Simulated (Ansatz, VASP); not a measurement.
**Ga2S3: VASP beside Ansatz**

Wanted: the spread between two codes on one cell, functional and k mesh. The cell is taken from a series of runs on this material, whose earlier steps may have relaxed, scaled, displaced or heated it; both programs get it as it stands.

Program: Ansatz 0.2.0. Level of theory: plane waves, with VASP 6.6.1 beside it; LDA. Results are calculated unless marked as measured.

## 1. The structure

Symmetry: Imm2, No. 44, orthorhombic system. Conventional cell: a = 3.599 Å, b = 10.918 Å, c = 5.346 Å, α = 90.00°, β = 90.00°, γ = 90.00°. Nearest to Ga lie 4 S at 2.20 to 2.31 Å. Nearest to S lie 3 Ga at 2.30 to 2.31 Å. S has 2 Ga at 2.20 Å nearest. Farther neighbours and most contacts between anions are not listed.

## 2. VASP: single point, LDA, pair 1

With cell and atoms fixed, the geometry can't cause a difference; cores, projectors, grids and the points listed under the comparison can.

Lines of VASP's logs that name or quote its potential files are left out, and so is its time.

INCAR

```
SYSTEM = Ga2S3
PREC = Accurate
ENCUT = 400
EDIFF = 1E-06
NELM = 120
ISMEAR = -1
SIGMA = 0.02
LREAL = .FALSE.
ALGO = Normal
GGA = PW92
NBANDS = 28
LORBIT = 11
LWAVE = .FALSE.
LCHARG = .FALSE.
ISIF = 2
LASPH = .TRUE.
GGA_COMPAT = .FALSE.
EFERMI = MIDGAP
KPAR = 2
```

POSCAR

```
Ga2S3
1.0
   -1.7996110048      5.4592068944      2.6730524600
    1.7996110048     -5.4592068944      2.6730524600
    1.7996110048      5.4592068944     -2.6730524600
Ga S
2 3
Direct
    0.1678043686      0.0080112159      0.1597931527
    0.8482180632      0.0080112159      0.8402068473
    0.9002292800      0.2383757671      0.6618535129
    0.5765222542      0.2383757671      0.3381464871
    0.2572250440      0.2572250440      1.0000000000
```

KPOINTS

```
Automatic mesh
0
Gamma
8 8 8
0 0 0
```

PAW data sets: Ga_d and S (LDA family, release 64).

Run with:

```sh
mpirun -np 2 vasp_std
```

Numbers of over 12 decimals in the logs are rounded to 6 here.

Output:

```text
[banner, memory and clock lines left out]
running    2 mpi-ranks, on    1 nodes
 distrk:  each k-point on    1 cores,    2 groups
 distr:  one band on    1 cores,    1 groups

 POSCAR found type information on POSCAR GaS
 POSCAR found :  2 types and       5 ions
|                                                                             |
|               ----> ADVICE to this user running VASP <----                  |
|                                                                             |
|     You enforced a specific xc type in the INCAR file but a different       |
|     [... a line on the potential file left out ...]
|     I HOPE YOU KNOW WHAT YOU ARE DOING!                                     |
|                                                                             |

 LDA part: xc-table for (Slater(with rela. corr.)+PW92), standard interpolation
 POSCAR, INCAR and KPOINTS ok, starting setup
 FFT: planning ... GRIDC
 FFT: planning ... GRID_SOFT
 FFT: planning ... GRID
 WAVECAR not read
 entering main loop
       N       E                     dE             d eps       ncg     rms          rms(c)
DAV:   1     0.335390049721E+03    0.33539E+03   -0.18018E+04  5408   0.185E+03
DAV:   2     0.187792841258E+02   -0.31661E+03   -0.30622E+03  6112   0.448E+02
DAV:   3    -0.234997036528E+02   -0.42279E+02   -0.41506E+02  6212   0.136E+02
DAV:   4    -0.255526163974E+02   -0.20529E+01   -0.20441E+01  7384   0.317E+01
DAV:   5    -0.255922336412E+02   -0.39617E-01   -0.39583E-01  6532   0.413E+00    0.112E+01
DAV:   6    -0.246889569230E+02    0.90328E+00   -0.17037E+00  8296   0.264E+01    0.782E+00
DAV:   7    -0.246004340696E+02    0.88523E-01   -0.80137E-01  7548   0.613E+00    0.227E+00
DAV:   8    -0.245908341909E+02    0.95999E-02   -0.15812E-01  6856   0.515E+00    0.121E+00
DAV:   9    -0.245895099065E+02    0.13243E-02   -0.13725E-02  8076   0.160E+00    0.274E-01
DAV:  10    -0.245894385292E+02    0.71377E-04   -0.26970E-03  8524   0.505E-01    0.989E-02
DAV:  11    -0.245894818350E+02   -0.43306E-04   -0.64598E-04  6072   0.217E-01    0.565E-02
DAV:  12    -0.245894811899E+02    0.64512E-06   -0.39399E-05  6996   0.977E-02    0.249E-02
DAV:  13    -0.245894825211E+02   -0.13312E-05   -0.98900E-06  6604   0.311E-02    0.144E-02
DAV:  14    -0.245894825378E+02   -0.16683E-07   -0.69719E-07  3656   0.897E-03
   1 F= -.24589483E+02 E0= -.24589483E+02  d E =-.244561E-16
```

Parts of OUTCAR (step 2):

```text
ion  position               nearest neighbor table
   1  0.168  0.008  0.160-   5 2.20   4 2.30   3 2.31   3 2.31
   2  0.848  0.008  0.840-   5 2.20   3 2.30   4 2.31   4 2.31
   3  0.900  0.238  0.662-   2 2.30   1 2.31   1 2.31
   4  0.577  0.238  0.338-   1 2.30   2 2.31   2 2.31
   5  0.257  0.257  0.000-   2 2.20   1 2.20

  LATTYP: Found a body centered orthorhombic cell.
 ALAT       =     3.5992220096
 B/A-ratio  =     1.4853501412
 C/A-ratio  =     3.0335482945

 Subroutine GETGRP returns: Found  4 space group operations
 (whereof  4 operations were pure point group operations)

The static configuration has the point symmetry C_2v.

 Found     95 irreducible k-points:

   k-points           NKPTS =     95   k-points in BZ     NKDIM =     95   number of bands    NBANDS=     28

   dimension x,y,z NGX =    42 NGY =   42 NGZ =   42
   dimension x,y,z NGXF=    84 NGYF=   84 NGZF=   84

   ENCUT  =  400.0 eV  29.40 Ry    5.42 a.u.  10.34 10.34 10.34*2*pi/ulx,y,z

   NELECT =      44.0000    total number of electrons

 k-points in reciprocal lattice and weights: Automatic mesh
   0.00000000  0.00000000  0.00000000       0.002
   0.12500000  0.00000000  0.00000000       0.008
   0.25000000  0.00000000  0.00000000       0.008
   0.37500000  0.00000000  0.00000000       0.008
   0.50000000  0.00000000  0.00000000       0.004
   0.00000000  0.12500000 -0.00000000       0.008
   0.12500000  0.12500000  0.00000000       0.016
   0.25000000  0.12500000  0.00000000       0.016
   0.37500000  0.12500000  0.00000000       0.016
[...]
-0.37500000 -0.37500000  0.37500000       0.004
   0.50000000  0.50000000  0.50000000       0.002

 average (electrostatic) potential at core
       1 -67.7140       2 -67.7140       3 -88.3111       4 -88.3111       5 -87.3373

 E-fermi :   4.6414

 k-point     1 :       0.0000    0.0000    0.0000
  band No.  band energies     occupation
    ...
     18       0.8650      2.00000
     19       1.7123      2.00000
     20       2.8507      2.00000
     21       2.8635      2.00000
     22       3.8308      2.00000
     23       5.3124      0.00000
     24       6.5574      0.00000
     25       7.8958      0.00000
     26       9.0039      0.00000
     27       9.0416      0.00000
    ...

 k-point     2 :       0.1250    0.0000    0.0000
  band No.  band energies     occupation
    ...
     18       0.8923      2.00000
     19       1.7000      2.00000
     20       2.3879      2.00000
     21       2.7744      2.00000
     22       3.7934      2.00000
     23       5.6741      0.00000
     24       6.5587      0.00000
     25       7.8905      0.00000
     26       8.8860      0.00000
     27       9.1165      0.00000
    ...

 k-point     3 :       0.2500    0.0000    0.0000
  band No.  band energies     occupation
    ...
     18       0.9752      2.00000
     19       1.5132      2.00000
     20       1.6428      2.00000
     21       2.5394      2.00000
     22       3.7264      2.00000
     23       6.1908      0.00000
     24       6.4951      0.00000
     25       7.8004      0.00000
     26       8.5363      0.00000
     27       9.3370      0.00000
    ...

  Total       -0.2865772     -0.7789410     -1.1359718      0.0000000      0.0000000      0.0000000
  in kB       -4.3709565    -11.8806300    -17.3261655      0.0000000      0.0000000      0.0000000
  external PRESSURE =     -11.1925840 kB  Pullay stress =       0.0000000 kB

  energy-cutoff  :      400.00
  volume of cell :      105.05
      direct lattice vectors                 reciprocal lattice vectors
    -1.799611005  5.459206894  2.673052460     0.000000000  0.091588395  0.187052072
     1.799611005 -5.459206894  2.673052460     0.277837821  0.000000000  0.187052072
     1.799611005  5.459206894 -2.673052460     0.277837821  0.091588395  0.000000000

 POSITION                                       TOTAL-FORCE (eV/Angst)
 -----------------------------------------------------------------------------------
     -0.00000      1.74469      0.04283        -0.000000     -0.005140      0.008476
      0.00000      9.17373      0.04283        -0.000000      0.005140      0.008476
      0.00000      7.22639      1.27438         0.000000      0.000036     -0.003846
     -0.00000      3.69202      1.27438         0.000000     -0.000036     -0.003846
      0.00000      0.00000      1.37515         0.000000      0.000000     -0.009259
 -----------------------------------------------------------------------------------
    total drift:                               -0.000001      0.000001      0.000159

  FREE ENERGIE OF THE ION-ELECTRON SYSTEM (eV)
  ---------------------------------------------------
  free  energy   TOTEN  =       -24.5894825378 eV

  energy  without entropy=      -24.5894825378  energy(sigma->0) =      -24.58948254

 total charge
# of ion       s       p       d       tot
------------------------------------------
    1        0.842   0.818  10.068  11.728
    2        0.842   0.818  10.068  11.728
    3        1.341   2.381   0.000   3.722
    4        1.341   2.381   0.000   3.722
    5        1.347   2.374   0.000   3.722
--------------------------------------------------
tot          5.714   8.771  20.136  34.622

[... 3 further parts left out ...]
```

The run ends at a pressure of -1.12 GPa, with forces up to 0.0099 eV/Å.

## 3. Ansatz: single point, LDA, pair 1

Ansatz runs on its PAW soft_1 files.

The same cell, functional (in two slightly different forms), mesh and smearing now go to Ansatz, which takes its cutoff from its data sets.

input.yaml

```yaml
crystal:
  lattice:
    - [-1.7996110048, 5.4592068944, 2.67305246]
    - [1.7996110048, -5.4592068944, 2.67305246]
    - [1.7996110048, 5.4592068944, -2.67305246]
  atoms:
    - { symbol: Ga, position: [0.1678043686, 0.0080112159, 0.1597931527] }
    - { symbol: Ga, position: [0.8482180632, 0.0080112159, 0.8402068473] }
    - { symbol: S, position: [0.90022928, 0.2383757671, 0.6618535129] }
    - { symbol: S, position: [0.5765222542, 0.2383757671, 0.3381464871] }
    - { symbol: S, position: [0.257225044, 0.257225044, 0.0] }
kpoints:
  mp_grid: { grid: [8, 8, 8] }
  band_path:
    path:
      - [0.0, 0.0, 0.0]
      - [0.5, -0.5, 0.5]
      - [0.27716678, -0.27716678, 0.72283322]
      - [-0.27716678, 0.27716678, 0.27716678]
      - [0.30756361, 0.30756361, -0.30756361]
      - [0.69243639, -0.30756361, 0.30756361]
      - [0.0, 0.5, 0.0]
      - [0.25, 0.25, 0.25]
    npoints: 1
hamiltonian:
  xc: lda
  pseudopotentials: { kind: paw, azcp: { folder: soft_1 }, xc_functional: pbe }
scf:
  occupations: { method: fermi_dirac, width: 0.02 }
  n_extra_bands: 5
output:
  eigenvalues: true
  write_density: true
  write_potential: true
  elf: true
  volumetric_format: npy
```

Run with:

```sh
ansatz run input.yaml --threads 3 --pin off --max-ram 92160MiB --backend cuda --events-out ev --progress --plain --runs-dir out --devices 1 --max-vram 13GiB
```

Output:

```text
basis.fft_grid_basis auto: the FFT boxes are laid along the combinations [[1, 1, 0], [0, 1, 0], [0, 1, 1]] of the cell's own vectors, 5.346, 6.339 and 3.599 Å long. The dense box has 36×45×25 points. Along the cell's own vectors, as sized, it would have 45×45×45, 2.25 times as many. Of the 4 symmetry operations that the crystal satisfies within crystal.symmetry.tolerance (time reversal apart; of a slab, those that ke [...]
scf.n_extra_bands = 5 over 22 filled bands (N_el = 44.0): the run solves 27 bands
GPUs: using 1 of 1 available (devices: 1).
Engine: ansatz 0.2.0, x86_64-unknown-linux-gnu
Pseudopotentials: kind: paw
Pseudopotential: Ga, paw, valence charge 13, recommended cutoff 420 eV (normal), soft_1/Ga.paw.azcp
Pseudopotential: S, paw, valence charge 6, recommended cutoff 420 eV (normal), soft_1/S.paw.azcp
Functional definition: SPW92
  exchange = slater_x
  correlation = pw_c
device memory: the entry about to start is reckoned to put 4.0 GiB on a device that reports 37.8 GiB free (of which the cap on the GPU budget leaves the run 13.0 GiB)
GPU FFT provider: cuFFT
GPU libraries: cuBLAS 13.8.2, cuFFT 12.4.0, cuSOLVER 12.3.4
Crystal: 5 atoms, lattice volume = 105.045 Å³
Basis set: ecut = 420 eV, 2061 PW (Γ), FFT grids on a1+a2, a2, a2+a3
Bands: 27, of which v1, the nominal top of the filled ones, is band 22 counted from 1 (21 counted from 0)
Symmetry: 4 space group operations
Space group: Imm2 (ITA 44), of the structure as read, at distance tolerance 4.7e-5 Å
k-points: 95 of 512 (time reversal used)
Non-local potential: Ga, projectors of the file, l = 0: 2, l = 1: 2, l = 2: 3, l = 3: 1
Non-local potential: S, projectors of the file, l = 0: 2, l = 1: 2, l = 2: 1
PAW form: soft (Blöchl's): semilocal exchange-correlation on the pseudo side does not see the compensation charge
PAW frozen core: Ga, regenerated for the run's functional, and the local potential with it (the file was generated under x = pbe(κ = 0.804, μ = 0.219515), c = pbe(β = 0.066725))
PAW frozen core: S, regenerated for the run's functional, and the local potential with it (the file was generated under x = pbe(κ = 0.804, μ = 0.219515), c = pbe(β = 0.066725))
PAW one-centre angular grid: Ga, 590 points (default); XC on 64 Gauss nodes
PAW one-centre angular grid: S, 110 points (default); XC on 64 Gauss nodes
Initial density: superposition of atomic densities (chi_scale 0.1, normalization cell, long waves kept (reshape's long-wave potential 0.05 eV rms))
Initial wavefunctions: pseudopotential atomic-orbital guess
GPU buffer pool allocated for 40500 grid points (all kernels)
GPU transforms: local potential and band sums: pruned to the plane-wave sphere, on 36×45×25
Functional: x = slater, c = lda
SCF iter   1: F=—  HF=-10026.502187 eV  |F-HF|=—  |Δ(HF+E_count)|=         —  Δρ=4.92e-2  dr2=1.73e0  ethr=3.10e-3  ⟨swp⟩=7.2  Hψ=12842  notcnv=0
preconditioner: auto → Resta (q_TF=auto, 2.360 Å⁻¹)  ε∞=3.8  [insulator: Δε(μ)=1.724 eV  Ē_g=14.355 eV  σ=0.020 eV  W_gap=1.00  n_scr=22 (ndim 8)  ℏωp=24.0 eV  f_vac=0.000  D(μ)=0.00/eV (n_scr^D=0)  ε∞_Penn≈3.8]
SCF iter   2: F=—  HF=-10026.062765 eV  |F-HF|=—  |Δ(HF+E_count)|=   4.39e-1  Δρ=2.29e-2  dr2=4.17e-1  ethr=3.10e-3  ⟨swp⟩=3.0  Hψ=5787  notcnv=0  defer=95
SCF iter   3: F=—  HF=-10025.916134 eV  |F-HF|=—  |Δ(HF+E_count)|=   1.47e-1  Δρ=6.27e-3  dr2=3.31e-2  ethr=9.48e-4  ⟨swp⟩=2.3  Hψ=4924  notcnv=0  defer=95
SCF iter   4: F=—  HF=-10025.890939 eV  |F-HF|=—  |Δ(HF+E_count)|=   2.52e-2  Δρ=2.05e-3  dr2=4.42e-3  ethr=7.53e-5  ⟨swp⟩=3.0  Hψ=5289  notcnv=0  defer=95
SCF iter   5: F=—  HF=-10025.891520 eV  |F-HF|=—  |Δ(HF+E_count)|=   5.81e-4  Δρ=7.32e-4  dr2=6.52e-4  ethr=1.01e-5  ⟨swp⟩=2.0  Hψ=4603  notcnv=0  defer=95
SCF iter   6: F=—  HF=-10025.891435 eV  |F-HF|=—  |Δ(HF+E_count)|=   8.56e-5  Δρ=1.66e-4  dr2=4.06e-5  ethr=1.48e-6  ⟨swp⟩=2.5  Hψ=3920  notcnv=0  defer=95
SCF iter   7: F=—  HF=-10025.891569 eV  |F-HF|=—  |Δ(HF+E_count)|=   1.35e-4  Δρ=6.06e-5  dr2=4.08e-6  ethr=9.23e-8  ⟨swp⟩=2.4  Hψ=4292  notcnv=0  defer=95
SCF iter   8: F=—  HF=-10025.891569 eV  |F-HF|=—  |Δ(HF+E_count)|=   3.11e-7  Δρ=1.73e-5  dr2=4.26e-7  ethr=9.26e-9  ⟨swp⟩=2.9  Hψ=4864  notcnv=0  defer=95
SCF iter   9: F=-10025.891569 eV  HF=-10025.891569 eV  |F-HF|=1.94e-8  |Δ(HF+E_count)|=   7.91e-8  Δρ=5.55e-6  dr2=3.96e-8  ethr=2.27e-10  ⟨swp⟩=10.3  Hψ=9419  notcnv=0
SCF 1 converged in 9 iterations: F = -10025.891569 eV  dr2 = 3.96e-8
  greatest PAW one-centre occupation: 0.995 electrons in one spin orbital (limit 2), on the Ga atom at site 1 (counted from 0), in its partial waves of l = 2
device memory: the entry about to start is reckoned to put 1.3 GiB on a device that reports 37.7 GiB free (of which the cap on the GPU budget leaves the run 13.0 GiB)
NSCF: frozen V_eff on 8 k-points
SCF converged after 9 iterations
Free energy (F): -10025.891569 eV
Harris-Foulkes:  -10025.891569 eV  (|F-HF|=1.94e-8)
Internal energy: -10025.891569 eV  (E = F + TS)
E sigma→0 (E₀):  -10025.891569 eV
Fermi energy:    6.751339 eV
--- Per-component energies (eV) ---
  E_band       = -181.776076
  E_kinetic    = 542.073820
  E_local      = -3969.358976  (includes V_loc(G=0)·N_el)
  E_nonlocal   = -72.771061
  E_hartree    = 2268.547916
  E_xc         = -389.726898
  E_vxc        = -360.493831  (∫ρ·V_xc dr)
  E_paw        = -5566.024565  (= ΣΔE_a)
  E_vpaw       = -858.322052  (= ΣTr[D̂ρ^β])
  E_aug_tail   = -0.000443  (compensation charges beyond the density's cutoff)
  E_ewald      = -2842.547917
  E_core_change = 3.916556  (= ΣΔE_core)
  E_smearing   = -0.000000  (= −TS)
  E_closure    = 0.000000  (closes the sum)
  Σ components = -10025.891569   (vs F -10025.891569, Δ=0.00e0)
--- Band table (eV; the first three rows and the last of 95) ---
  k-point 0: bands = [... 18 lower, 3.8268, 4.9674, 4.9816, 5.9459, 7.3980, 8.6559, 9.9910, 11.0918, ... 1 higher]
  k-point 1: bands = [... 18 lower, 3.2284, 4.7391, 4.8394, 5.4193, 8.1219, 9.4677, 10.3526, 10.8201, ... 1 higher]
  k-point 2: bands = [... 18 lower, 2.8103, 4.0791, 4.3788, 4.7988, 8.8159, 9.6268, 10.0151, 10.1515, ... 1 higher]
  k-point 94: bands = [... 18 lower, 3.7102, 3.8255, 4.1284, 6.0858, 8.0725, 8.2843, 8.4996, 10.8981, ... 1 higher]
```

The column dr2 measures how far the density is from self-consistency, as an energy; F and HF (Harris–Foulkes) agree once it is small.

## 4. Side by side

Known differences besides the potentials themselves: the cutoff is 420 eV in Ansatz and 400 eV in VASP; VASP's log shows a relativistic correction to its local exchange, Ansatz's none. Total energies have different zeros and are not compared.

The two programs side by side:

```tsv
quantity	Ansatz	VASP	difference
gap on the k mesh (eV)	1.312	1.342	-0.030
```

A gap on the mesh is an upper bound, since the band edges may lie between its points.

## 5. Ansatz: single point, LDA, pair 2

With cell and atoms fixed, the geometry can't cause a difference; cores, projectors, grids and the points listed under the comparison can. The cell compared in this pair holds 109.38 Å³, against 105.05 Å³ for the pair before.

The cell is taken from a series of runs on this material, whose earlier steps may have relaxed, scaled, displaced or heated it; both programs get it as it stands.

input.yaml, the sections that differ from step 3:

```yaml
crystal:
  lattice:
    - [-1.83633776, 5.57061928, 2.67305246]
    - [1.83633776, -5.57061928, 2.67305246]
    - [1.83633776, 5.57061928, -2.67305246]
  atoms:
    - { symbol: Ga, position: [0.1669690822, 0.0073710255, 0.1595980567] }
    - { symbol: Ga, position: [0.8477729688, 0.0073710255, 0.8404019433] }
    - { symbol: S, position: [0.9087421869, 0.2425240894, 0.6662180975] }
    - { symbol: S, position: [0.5763059919, 0.2425240894, 0.3337819025] }
    - { symbol: S, position: [0.2502087802, 0.2502087802, 0.0] }
# kpoints, hamiltonian, scf, output: as in step 3
```

Output:

```text
[...]
GPUs: using 1 of 1 available (devices: 1).
[...]
GPU FFT provider: cuFFT
GPU libraries: cuBLAS 13.8.2, cuFFT 12.4.0, cuSOLVER 12.3.4
Crystal: 5 atoms, lattice volume = 109.376 Å³
Basis set: ecut = 420 eV, 2133 PW (Γ), FFT grids on a1+a2, a2, a2+a3
Bands: 27, of which v1, the nominal top of the filled ones, is band 22 counted from 1 (21 counted from 0)
Symmetry: 4 space group operations
[...]
--- Band table (eV; the first three rows and the last of 95) ---
  k-point 0: bands = [... 18 lower, 3.2711, 4.4045, 4.4906, 5.3773, 6.7708, 7.9122, 9.4792, 10.5076, ... 1 higher]
  k-point 1: bands = [... 18 lower, 2.7700, 4.2528, 4.2918, 4.9097, 7.4846, 8.7078, 9.8479, 10.2090, ... 1 higher]
  k-point 2: bands = [... 18 lower, 2.5435, 3.6265, 3.9091, 4.3269, 8.2016, 9.1590, 9.5084, 9.7081, ... 1 higher]
  k-point 94: bands = [... 18 lower, 3.2789, 3.4844, 3.5292, 5.5109, 7.4944, 7.7406, 7.8353, 10.2195, ... 1 higher]
[key lines of the parts left out:]
SCF converged after 9 iterations
Free energy (F): -10025.850211 eV
Fermi energy:    6.151386 eV
```

[end of part 1 of 2]

[Lines on the potential files, build, host, timing and source positions are cut from VASP's logs without a mark.]

[Logs are printed without paths, hosts, clocks, repeated set-up lines and the standing remarks that a program may print on its own settings, such as how far it seeks lower states.]

[Hosts, paths, dates, database ids (printed as entryN), source tags and the programs' standing remarks are cut or masked in the printed files.]
